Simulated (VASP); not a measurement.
Here is a VASP 6.6.1 calculation.

Contents of INCAR:

```
  PREC = Accurate
  ENCUT = 520
  EDIFF = 1E-6
  ISMEAR = 0
  SIGMA = 0.03
  LREAL = False
  LASPH = True
  NELM = 150
  ALGO = Normal
  ISIF = 2
  LWAVE = False
  LCHARG = False
  METAGGA = R2SCAN
  LMIXTAU = True
  NBANDS = 36
  KPAR = 4
```

KPOINTS

```
regular mesh
0
Gamma
  6 6 4
```

Contents of POSCAR:

```
Be3Te2O
1.0
    5.3850100000     -3.0738400000      0.0000000000
    5.3850100000      3.0738400000      0.0000000000
    0.0000000000      0.0000000000      6.7754500000
Be Te O
6 4 2
Direct
    0.4327260000      0.8200530000      0.1162620000
    0.1799470000      0.5672740000      0.1162620000
    0.9346370000      0.0653630000      0.0457040000
    0.8200530000      0.4327260000      0.6162620000
    0.5672740000      0.1799470000      0.6162620000
    0.0653630000      0.9346370000      0.5457040000
    0.5136420000      0.1535420000      0.9889760000
    0.1535420000      0.5136420000      0.4889760000
    0.8464580000      0.4863580000      0.9889760000
    0.4863580000      0.8464580000      0.4889760000
    0.1801660000      0.8198340000      0.0734970000
    0.8198340000      0.1801660000      0.5734970000
```

Potentials or basis: VASP PAW PBE potentials, release 64 (Be, Te, O).

Command:

```bash
$ cat potpaw_PBE.64/Be/POTCAR potpaw_PBE.64/Te/POTCAR potpaw_PBE.64/O/POTCAR > POTCAR
$ mpirun -np 4 vasp_std > vasp.out
```

**Question.** Predict the largest force.

**Answer.** 0.137 eV/Å.

**Question.** What does it give for the band gap on the k mesh?

**Answer.** 2.34 eV, indirect (least direct gap 2.51 eV).

Forces in eV/Å, atoms in the order of the input:
```
Be  -0.104  0.058 -0.056
Be   0.104  0.058 -0.056
Be   0.000 -0.136  0.017
Be  -0.104 -0.058 -0.056
Be   0.104 -0.058 -0.056
Be   0.000  0.136  0.017
Te   0.046 -0.036  0.022
Te   0.046  0.036  0.022
Te  -0.046 -0.036  0.022
Te  -0.046  0.036  0.022
O    0.000  0.051  0.050
O    0.000 -0.051  0.050
```

Caveat: the PAW data sets were made with another functional, which shifts forces and pressure a little; spin-orbit coupling is left out, which moves the levels of the heavy elements. A k mesh can miss the band edges.
